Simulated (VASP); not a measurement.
An input for Quantum ESPRESSO's pw.x (written as the equivalent of a VASP run, and not itself run):

```
&CONTROL
  calculation = 'scf'
  pseudo_dir = './pseudo'
  outdir = './out'
  tprnfor = .true.
  tstress = .true.
/
&SYSTEM
  ibrav = 0
  nat = 2
  ntyp = 2
  ecutwfc = 58
  occupations = 'smearing'
  smearing = 'gaussian'
  degauss = 0.003675
  input_dft = 'pbe'
/
&ELECTRONS
  conv_thr = 7.3e-08
  electron_maxstep = 100
/
ATOMIC_SPECIES
  Cs 132.905 Cs.upf
  Cl 35.450 Cl.upf
CELL_PARAMETERS angstrom
     4.2024000    0.0000000    0.0000000
     0.0000000    4.2024000    0.0000000
     0.0000000    0.0000000    4.2024000
ATOMIC_POSITIONS crystal
  Cs   0.0000000  0.0000000  0.0000000
  Cl   0.5000000  0.5000000  0.5000000
K_POINTS automatic
  5 5 5 0 0 0
```

Q: Translate this input to VASP (INCAR, KPOINTS, POSCAR, choice of POTCAR).

A: This is not unique; one that fits is 
**INCAR**
```
SYSTEM = CsCl
PREC = Accurate
ENCUT = 400
EDIFF = 1E-6
NELM = 100
ALGO = Normal
LREAL = .FALSE.
LASPH = .TRUE.
ISMEAR = 0
SIGMA = 0.05
GGA = PE
LMAXMIX = 4
LWAVE = .FALSE.
LCHARG = .FALSE.
ISIF = 2
```

**KPOINTS**
```
Automatic mesh
0
Gamma
5 5 5
0 0 0
```

### POSCAR
```
CsCl
1
    4.2024000000     0.0000000000     0.0000000000
    0.0000000000     4.2024000000     0.0000000000
    0.0000000000     0.0000000000     4.2024000000
Cs Cl
1 1
Direct
  0.0000000000   0.0000000000   0.0000000000
  0.5000000000   0.5000000000   0.5000000000
```

POTCAR, in this order: Cs_sv Cl (PBE.64 set). Program: vasp_std.

What does not carry over: the potentials are each code's own (VASP's PAW set, PseudoDojo norm-conserving files in pw.x), so ENCUT and ecutwfc are chosen apart and not converted; conv_thr bounds pw.x's estimated SCF error, while EDIFF bounds the energy change between steps.

The compound is CsCl in the CsCl type structure. The cell was not relaxed at this level.
